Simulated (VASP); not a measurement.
# W (Tungsten): how cutoff and mesh change the relaxed cell

How far does the relaxed cell of W (Tungsten) depend on cutoff and k mesh? The starting structure is a measured crystal structure from the Crystallography Open Database. The first relaxation on each setting starts from this cell expanded by 3 % in volume.

Method: Kohn-Sham DFT with plane waves and PAW; PBEsol, in VASP 6.6.1.

## 1. Set-up

Symmetry: Im-3m, No. 229, cubic system. Conventional cell: a = 3.165 Å, b = 3.165 Å, c = 3.165 Å, α = 90.00°, β = 90.00°, γ = 90.00°. W has 8 W at 2.74 Å nearest.

Coordinates:

```xyz
1
Lattice="-1.5823 1.5823 1.5823 1.5823 -1.5823 1.5823 1.5823 1.5823 -1.5823" Properties=species:S:1:pos:R:3 pbc="T T T"
W     0.0000    0.0000    0.0000
```

## 2. Reference relaxation

This run starts from the cell of an earlier relaxation, which isn't shown; the restart sets up the plane waves anew.

INCAR reads:

```
SYSTEM = W
PREC = Accurate
ENCUT = 450
EDIFF = 1E-06
NELM = 100
ISMEAR = 1
SIGMA = 0.15
LREAL = .FALSE.
ALGO = Normal
GGA = PS
NBANDS = 9
LASPH = .TRUE.
LORBIT = 11
LWAVE = .FALSE.
LCHARG = .FALSE.
KPAR = 8
IBRION = 2
NSW = 50
ISIF = 3
EDIFFG = -0.006
```

POSCAR reads:

```
W
1.0
   -1.5719284799      1.5719284799      1.5719284799
    1.5719284799     -1.5719284799      1.5719284799
    1.5719284799      1.5719284799     -1.5719284799
W
1
Direct
    0.0000000000      0.0000000000      0.0000000000
```

KPOINTS reads:

```
Automatic mesh
0
Gamma
20 20 20
0 0 0
```

Potentials, in the order of the species: W (PBE family, release 64).

Launch:

```sh
$ mpirun -np 8 vasp_std
```

The program printed:

```text
[banner, memory and clock lines left out]
running    8 mpi-ranks, on    1 nodes
 distrk:  each k-point on    1 cores,    8 groups
 distr:  one band on    1 cores,    1 groups

 POSCAR found type information on POSCAR W
 POSCAR found :  1 types and       1 ions
|                                                                             |
|           W    W    AA    RRRRR   N    N  II  N    N   GGGG   !!!           |
|           W    W   A  A   R    R  NN   N  II  NN   N  G    G  !!!           |
|           W    W  A    A  R    R  N N  N  II  N N  N  G       !!!           |
|           W WW W  AAAAAA  RRRRR   N  N N  II  N  N N  G  GGG   !            |
|           WW  WW  A    A  R   R   N   NN  II  N   NN  G    G                |
|           W    W  A    A  R    R  N    N  II  N    N   GGGG   !!!           |
|                                                                             |
|     For optimal performance we recommend to set                             |
|       NCORE = 2 up to number-of-cores-per-socket                            |
|     NCORE specifies how many cores store one orbital (NPAR=cpu/NCORE).      |
|     This setting can greatly improve the performance of VASP for DFT.       |
|     The default, NCORE=1 might be grossly inefficient on modern             |
|     multi-core architectures or massively parallel machines. Do your        |
|     Unfortunately you need to use the default for GW and RPA                |
|     calculations (for HF NCORE is supported but not extensively tested      |
|     yet).                                                                   |
|                                                                             |

|                                                                             |
|               ----> ADVICE to this user running VASP <----                  |
|                                                                             |
|     You enforced a specific xc type in the INCAR file but a different       |
|     [... a line on the potential file left out ...]
|     I HOPE YOU KNOW WHAT YOU ARE DOING!                                     |
|                                                                             |

 LDA part: xc-table for (Slater+PW92), standard interpolation
 POSCAR, INCAR and KPOINTS ok, starting setup
 FFT: planning ... GRIDC
 FFT: planning ... GRID_SOFT
 FFT: planning ... GRID
 WAVECAR not read
 entering main loop
       N       E                     dE             d eps       ncg     rms          rms(c)
DAV:   1     0.477737125930E+01    0.47774E+01   -0.27379E+03  4640   0.507E+02
DAV:   2    -0.142484426821E+02   -0.19026E+02   -0.18106E+02  5305   0.124E+02
DAV:   3    -0.146011188653E+02   -0.35268E+00   -0.34889E+00  5416   0.134E+01
DAV:   4    -0.146020702931E+02   -0.95143E-03   -0.95139E-03  5358   0.732E-01
DAV:   5    -0.146020725739E+02   -0.22808E-05   -0.22815E-05  5377   0.303E-02    0.219E+01
DAV:   6    -0.140935250151E+02    0.50855E+00   -0.36999E-01  5014   0.389E+00    0.109E+01
DAV:   7    -0.138930179166E+02    0.20051E+00   -0.44152E-01  5260   0.412E+00    0.281E-01
DAV:   8    -0.138911126285E+02    0.19053E-02   -0.23783E-03  4982   0.367E-01    0.135E-01
DAV:   9    -0.138908641274E+02    0.24850E-03   -0.19959E-04  5474   0.642E-02    0.190E-02
DAV:  10    -0.138908649706E+02   -0.84321E-06   -0.13503E-05  5382   0.264E-02    0.197E-02
DAV:  11    -0.138908647359E+02    0.23471E-06   -0.29150E-07  2679   0.603E-03
   1 F= -.13890865E+02 E0= -.13891122E+02  d E =-.138909E+02
 curvature:   0.00 expect dE= 0.000E+00 dE for cont linesearch  0.000E+00
 trial: gam= 0.00000 g(F)=  0.440E-64 g(S)=  0.129E-05 ort = 0.000E+00 (trialstep = 0.100E+01)
 search vector abs. value=  0.129E-05
 reached required accuracy - stopping structural energy minimisation
```

It took 3.6 s on 8 MPI ranks of Intel Xeon 6975P-C (Granite Rapids), shared host; peak memory 1.1 GiB; 19 s of CPU time.

The logs omit lines about the potential files and the build; timing stands in the text.

OUTCAR, selected parts (step 2):

```text
ion  position               nearest neighbor table
   1  0.000  0.000  0.000-

  LATTYP: Found a body centered cubic cell.
 ALAT       =     3.1438569598

 Subroutine GETGRP returns: Found 48 space group operations
 (whereof 48 operations were pure point group operations)

The static configuration has the point symmetry O_h .

 Found    256 irreducible k-points:

   k-points           NKPTS =    256   k-points in BZ     NKDIM =    256   number of bands    NBANDS=      9

   dimension x,y,z NGX =    20 NGY =   20 NGZ =   20
   dimension x,y,z NGXF=    40 NGYF=   40 NGZF=   40

   ENCUT  =  450.0 eV  33.07 Ry    5.75 a.u.   4.71  4.71  4.71*2*pi/ulx,y,z

   NELECT =       6.0000    total number of electrons

 k-points in reciprocal lattice and weights: Automatic mesh
   0.00000000  0.00000000  0.00000000       0.000
   0.05000000  0.00000000  0.00000000       0.002
   0.10000000  0.00000000  0.00000000       0.002
   0.15000000  0.00000000  0.00000000       0.002
   0.20000000  0.00000000  0.00000000       0.002
   0.25000000  0.00000000  0.00000000       0.002
   0.30000000  0.00000000  0.00000000       0.002
   0.35000000  0.00000000  0.00000000       0.002
   0.40000000  0.00000000  0.00000000       0.002
[...]
0.50000000  0.50000000  0.45000000       0.002
   0.50000000  0.50000000  0.50000000       0.000

 average (electrostatic) potential at core
       1 -37.4535

 E-fermi :   7.9374

 k-point     1 :       0.0000    0.0000    0.0000
  band No.  band energies     occupation
      1      -1.8739      2.00000
      2       6.5896      2.00000
      3       6.5896      2.00000
      4       6.5896      2.00000
      5      10.1345     -0.00000
      6      10.1346     -0.00000
      7      23.2158      0.00000
      8      23.2158      0.00000
      9      23.2158      0.00000

 k-point     2 :       0.0500    0.0000    0.0000
  band No.  band energies     occupation
      1      -1.7525      2.00000
      2       6.5139      2.00000
      3       6.5743      2.00000
      4       6.7108      2.00000
      5      10.0118     -0.00000
      6      10.1363     -0.00000
      7      23.3227      0.00000
      8      23.4276      0.00000
      9      23.5233      0.00000

 k-point     3 :       0.1000    0.0000    0.0000
  band No.  band energies     occupation
      1      -1.3985      2.00000
      2       6.3011      2.00000
      3       6.5092      2.00000
      4       7.0711      2.00000
      5       9.7304     -0.00000
      6      10.1462     -0.00000
      7      23.6005      0.00000
      8      24.0472      0.00000
      9      24.3318      0.00000

  Total        0.0029830      0.0029830      0.0029830      0.0000000      0.0000000      0.0000000
  in kB        0.3076108      0.3076108      0.3076108      0.0000000      0.0000000      0.0000000
  external PRESSURE =       0.3076108 kB  Pullay stress =       0.0000000 kB

  energy-cutoff  :      450.00
  volume of cell :       15.54
      direct lattice vectors                 reciprocal lattice vectors
    -1.571928480  1.571928480  1.571928480     0.000000000  0.318080629  0.318080629
     1.571928480 -1.571928480  1.571928480     0.318080629  0.000000000  0.318080629
     1.571928480  1.571928480 -1.571928480     0.318080629  0.318080629  0.000000000

 POSITION                                       TOTAL-FORCE (eV/Angst)
 -----------------------------------------------------------------------------------
      0.00000      0.00000      0.00000         0.000000     -0.000000      0.000000
 -----------------------------------------------------------------------------------
    total drift:                                0.000000      0.000000      0.000000

  FREE ENERGIE OF THE ION-ELECTRON SYSTEM (eV)
  ---------------------------------------------------
  free  energy   TOTEN  =       -13.8908647359 eV

  energy  without entropy=      -13.8916369503  energy(sigma->0) =      -13.89112214

 reached required accuracy - stopping structural energy minimisation

 total charge
# of ion       s       p       d       tot
------------------------------------------
    1        0.681   0.742   4.221   5.644

[... 3 further parts left out ...]
```

The PAW data sets were made with PBE, which is usual practice but a small mismatch for other functionals. The data set W keeps the semicore shell frozen, which is cheaper and a little less accurate. The run keeps the 48 symmetry operations of its start, so it cannot find a distortion of lower symmetry.

The reference relaxation ends at 15.537 Å³ an atom. Pressures at 0.985 and 1.015 times this volume, from two more relaxations that aren't shown, give a bulk modulus of 337.6 GPa.

## 3. Relaxation with a cutoff of 220 eV

Against step 2 the input has ENCUT = 220. This run starts from the cell of an earlier relaxation, which isn't shown; the restart sets up the plane waves anew.

Edit INCAR of step 2 so:

```diff
@@ -2,3 +2,3 @@
 PREC = Accurate
-ENCUT = 450
+ENCUT = 220
 EDIFF = 1E-06
```

POSCAR reads:

```
W
1.0
   -1.5702535461      1.5702535461      1.5702535461
    1.5702535461     -1.5702535461      1.5702535461
    1.5702535461      1.5702535461     -1.5702535461
W
1
Direct
    0.0000000000      0.0000000000      0.0000000000
```

KPOINTS is that of step 2.

Launch:

```sh
$ mpirun -np 8 vasp_std
```

The program printed:

```text
[banner, memory and clock lines left out]
running    8 mpi-ranks, on    1 nodes
[...]
[... a notice as in an earlier step ...]

 [... a notice as in an earlier step ...]

 LDA part: xc-table for (Slater+PW92), standard interpolation
 POSCAR, INCAR and KPOINTS ok, starting setup
[...]
entering main loop
       N       E                     dE             d eps       ncg     rms          rms(c)
DAV:   1    -0.922087862501E+01   -0.92209E+01   -0.18113E+03  6051   0.256E+02
DAV:   2    -0.145507481872E+02   -0.53299E+01   -0.51438E+01  5075   0.535E+01
DAV:   3    -0.146008780336E+02   -0.50130E-01   -0.50097E-01  5369   0.420E+00
DAV:   4    -0.146009269576E+02   -0.48924E-04   -0.48923E-04  5171   0.128E-01
[...]
DAV:   9    -0.138852983329E+02    0.21854E-03   -0.20161E-04  5444   0.610E-02    0.507E-02
DAV:  10    -0.138852912065E+02    0.71264E-05   -0.31429E-05  5053   0.336E-02    0.227E-02
DAV:  11    -0.138852914780E+02   -0.27155E-06   -0.47799E-07  2693   0.578E-03
[...]
DAV:   1    -0.138846378945E+02    0.65331E-03   -0.46686E-02  4686   0.153E+00    0.800E-01
DAV:   2    -0.138839981070E+02    0.63979E-03   -0.59628E-04  5070   0.146E-01    0.382E-01
DAV:   3    -0.138837856840E+02    0.21242E-03   -0.52946E-04  4863   0.126E-01    0.109E-02
DAV:   4    -0.138837859981E+02   -0.31409E-06   -0.43833E-06  4922   0.166E-02
   2 F= -.13883786E+02 E0= -.13884039E+02  d E =0.150548E-02
 trial-energy change:    0.001505  1 .order    0.001538   -0.000987    0.004062
 step:   0.2016(harm=  0.1954)  dis= 0.00000  next Energy=   -13.885391 (dE=-0.997E-04)
[...]
N       E                     dE             d eps       ncg     rms          rms(c)
DAV:   1    -0.138859636848E+02   -0.21780E-02   -0.29570E-02  4678   0.121E+00    0.653E-01
DAV:   2    -0.138855270369E+02    0.43665E-03   -0.39491E-04  5042   0.119E-01    0.313E-01
DAV:   3    -0.138853895793E+02    0.13746E-03   -0.34307E-04  4836   0.101E-01    0.105E-02
DAV:   4    -0.138853908344E+02   -0.12550E-05   -0.27249E-06  4738   0.132E-02    0.115E-02
DAV:   5    -0.138853915978E+02   -0.76344E-06   -0.10313E-06  4597   0.416E-03
   3 F= -.13885392E+02 E0= -.13885646E+02  d E =-.100120E-03
[...]
reached required accuracy - stopping structural energy minimisation
```

Wall time 3.4 s (8 MPI ranks); peak memory 0.87 GiB.

Parts of OUTCAR (step 3):

```text
  Total       -0.0000719     -0.0000719     -0.0000719     -0.0000000      0.0000000     -0.0000000
  in kB       -0.0074529     -0.0074529     -0.0074529     -0.0000000      0.0000000     -0.0000000
  external PRESSURE =      -0.0074529 kB  Pullay stress =       0.0000000 kB

 POSITION                                       TOTAL-FORCE (eV/Angst)
 -----------------------------------------------------------------------------------
      0.00000      0.00000      0.00000        -0.000000     -0.000000     -0.000000
 -----------------------------------------------------------------------------------
    total drift:                               -0.000000     -0.000000     -0.000000

  FREE ENERGIE OF THE ION-ELECTRON SYSTEM (eV)
  ---------------------------------------------------
  free  energy   TOTEN  =       -13.8853915978 eV

  energy  without entropy=      -13.8861542575  energy(sigma->0) =      -13.88564582

[... 2 parts as in an earlier step ...]

[... 2 further parts left out ...]
[key lines of the parts left out:]
E-fermi :   8.0028
```

With a cutoff of 220 eV the cell ends at 15.450 Å³ an atom, -0.56 % from the reference; the bulk modulus is 340.4 GPa against 337.6 GPa.

## 4. Relaxation with an 11×11×11 mesh

Against step 2 the input has an 11×11×11 mesh. This run starts from the cell of an earlier relaxation, which isn't shown; the restart sets up the plane waves anew.

Edit INCAR of step 3 so:

```diff
@@ -2,3 +2,3 @@
 PREC = Accurate
-ENCUT = 220
+ENCUT = 450
 EDIFF = 1E-06
```

POSCAR reads:

```
W
1.0
   -1.5722006138      1.5722006138      1.5722006138
    1.5722006138     -1.5722006138      1.5722006138
    1.5722006138      1.5722006138     -1.5722006138
W
1
Direct
    0.0000000000      0.0000000000      0.0000000000
```

KPOINTS reads:

```
Automatic mesh
0
Gamma
11 11 11
0 0 0
```

Launch:

```sh
$ mpirun -np 8 vasp_std
```

The program printed:

```text
[... set-up lines as in an earlier step ...]
 entering main loop
       N       E                     dE             d eps       ncg     rms          rms(c)
DAV:   1     0.527475060266E+01    0.52748E+01   -0.28159E+03  1008   0.513E+02
DAV:   2    -0.141934771949E+02   -0.19468E+02   -0.18799E+02  1189   0.122E+02
DAV:   3    -0.145784419791E+02   -0.38496E+00   -0.38366E+00  1172   0.139E+01
DAV:   4    -0.145794453583E+02   -0.10034E-02   -0.10033E-02  1218   0.800E-01
[...]
DAV:   9    -0.138641880129E+02    0.43470E-03   -0.31552E-04  1174   0.799E-02    0.416E-02
DAV:  10    -0.138641857486E+02    0.22643E-05   -0.38065E-05  1216   0.409E-02    0.208E-02
DAV:  11    -0.138641847782E+02    0.97038E-06   -0.71287E-07   621   0.907E-03
   1 F= -.13864185E+02 E0= -.13863856E+02  d E =-.138642E+02
[...]
reached required accuracy - stopping structural energy minimisation
```

Wall time 2.2 s (8 MPI ranks); peak memory 0.93 GiB.

From OUTCAR (step 4):

```text
  Total        0.0010397      0.0010397      0.0010397      0.0000000     -0.0000000      0.0000000
  in kB        0.1071601      0.1071601      0.1071601      0.0000000     -0.0000000      0.0000000
  external PRESSURE =       0.1071601 kB  Pullay stress =       0.0000000 kB

 POSITION                                       TOTAL-FORCE (eV/Angst)
 -----------------------------------------------------------------------------------
      0.00000      0.00000      0.00000        -0.000000     -0.000000     -0.000000
 -----------------------------------------------------------------------------------
    total drift:                                0.000000      0.000000     -0.000000

  FREE ENERGIE OF THE ION-ELECTRON SYSTEM (eV)
  ---------------------------------------------------
  free  energy   TOTEN  =       -13.8641847782 eV

  energy  without entropy=      -13.8631971251  energy(sigma->0) =      -13.86385556

[... 1 part as in an earlier step ...]

[... 3 further parts left out ...]
[key lines of the parts left out:]
E-fermi :   7.8817
```

With an 11×11×11 mesh the cell ends at 15.545 Å³ an atom, +0.05 % from the reference; the bulk modulus is 329.3 GPa against 337.6 GPa.

## 5. Relaxation with a cutoff of 600 eV

Against step 2 the input has ENCUT = 600. This run starts from the cell of an earlier relaxation, which isn't shown; the restart sets up the plane waves anew.

Edit INCAR of step 4 so:

```diff
@@ -2,3 +2,3 @@
 PREC = Accurate
-ENCUT = 450
+ENCUT = 600
 EDIFF = 1E-06
```

POSCAR reads:

```
W
1.0
   -1.5720484055      1.5720484055      1.5720484055
    1.5720484055     -1.5720484055      1.5720484055
    1.5720484055      1.5720484055     -1.5720484055
W
1
Direct
    0.0000000000      0.0000000000      0.0000000000
```

KPOINTS reads:

```
Automatic mesh
0
Gamma
20 20 20
0 0 0
```

Launch:

```sh
$ mpirun -np 8 vasp_std
```

The program printed:

```text
[... set-up lines as in an earlier step ...]
 entering main loop
       N       E                     dE             d eps       ncg     rms          rms(c)
DAV:   1     0.111137109382E+02    0.11114E+02   -0.32090E+03  4608   0.648E+02
DAV:   2    -0.140854248419E+02   -0.25199E+02   -0.24241E+02  5449   0.142E+02
DAV:   3    -0.146008539668E+02   -0.51543E+00   -0.51300E+00  5319   0.163E+01
DAV:   4    -0.146022999928E+02   -0.14460E-02   -0.14459E-02  5437   0.989E-01
[...]
DAV:   9    -0.138913662880E+02    0.23781E-03   -0.19319E-04  5494   0.634E-02    0.168E-02
DAV:  10    -0.138913681153E+02   -0.18273E-05   -0.11324E-05  5419   0.247E-02    0.178E-02
DAV:  11    -0.138913678208E+02    0.29459E-06   -0.25464E-07  2729   0.570E-03
   1 F= -.13891368E+02 E0= -.13891625E+02  d E =-.138914E+02
[...]
reached required accuracy - stopping structural energy minimisation
```

Wall time 4.4 s (8 MPI ranks); peak memory 1.4 GiB; 25 s of CPU time.

(Continued in part 2 of 2.)

[Lines on the potential files, build, host, timing and source positions are cut from VASP's logs without a mark.]

[Logs are printed without paths, hosts, clocks, repeated set-up lines and the standing remarks that a program may print on its own settings, such as how far it seeks lower states.]

[Hosts, paths, dates, database ids (printed as entryN), source tags and the programs' standing remarks are cut or masked in the printed files.]
